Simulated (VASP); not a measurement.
VASP ran on this input.

### INCAR
```
NSW = 60   ! most ionic steps
SYSTEM = BBi
GGA = PS
IBRION = 2   ! conjugate gradients
LREAL = F
LCHARG = F
ISIF = 3
EDIFF = 1E-6   ! SCF stop (eV)
ISMEAR = 1   ! Methfessel-Paxton
ALGO = Normal   ! blocked Davidson
ENCUT = 520   ! plane-wave cut-off (eV)
NELM = 100
LMAXMIX = 4   ! l cut-off of mixed one-centre charges
LASPH = T   ! aspherical one-centre terms
EDIFFG = -0.01   ! ionic stop
PREC = Accurate
LWAVE = F
SIGMA = 0.1
```

KPOINTS:
```
Regular mesh
0
Gamma
 10 10 10
```

File POSCAR:
```
BBi
1.0
  3.3278868738   0.0000000000   0.0000000000
  0.0000000000   3.3278868738   0.0000000000
  0.0000000000   0.0000000000   3.3278868738
B Bi
1 1
Cartesian
  0.0000000000   0.0000000000   3.3278868738
  1.6639434369   1.6639434369   1.6639434369
```

POTCAR, in this order: B Bi_d (PBE.64 set). Program: vasp_std.

Write an equivalent input for Quantum ESPRESSO's pw.x.

One equivalent input (not run):
```
&CONTROL
  calculation = 'vc-relax'
  pseudo_dir = './pseudo'
  outdir = './out'
  tprnfor = .true.
  tstress = .true.
  nstep = 60
  forc_conv_thr = 0.00039
/
&SYSTEM
  ibrav = 0
  nat = 2
  ntyp = 2
  ecutwfc = 76
  occupations = 'smearing'
  smearing = 'methfessel-paxton'
  degauss = 0.00735
  input_dft = 'pbesol'
/
&ELECTRONS
  conv_thr = 7.3e-08
  electron_maxstep = 100
/
&IONS
/
&CELL
/
ATOMIC_SPECIES
  B 10.810 B.upf
  Bi 208.980 Bi.upf
CELL_PARAMETERS angstrom
     3.3278869   -0.0000000   -0.0000000
    -0.0000000    3.3278869    0.0000000
    -0.0000000   -0.0000000    3.3278869
ATOMIC_POSITIONS crystal
  B    0.0000000  0.0000000  1.0000000
  Bi   0.5000000  0.5000000  0.5000000
K_POINTS automatic
  10 10 10 0 0 0
```
The two are equivalent in intent, not identical: the potentials are each code's own (VASP's PAW set, PseudoDojo norm-conserving files in pw.x), so ENCUT and ecutwfc are chosen apart and not converted; conv_thr bounds pw.x's estimated SCF error, while EDIFF bounds the energy change between steps; forc_conv_thr acts on force components and is met together with etot_conv_thr.

The structure was generated: BBi was put into the CsCl type type (Pm-3m), which need not be its known phase. This run relaxes it. Symmetry was kept, so distortions that lower it aren't found. The start is the result of an earlier pass.
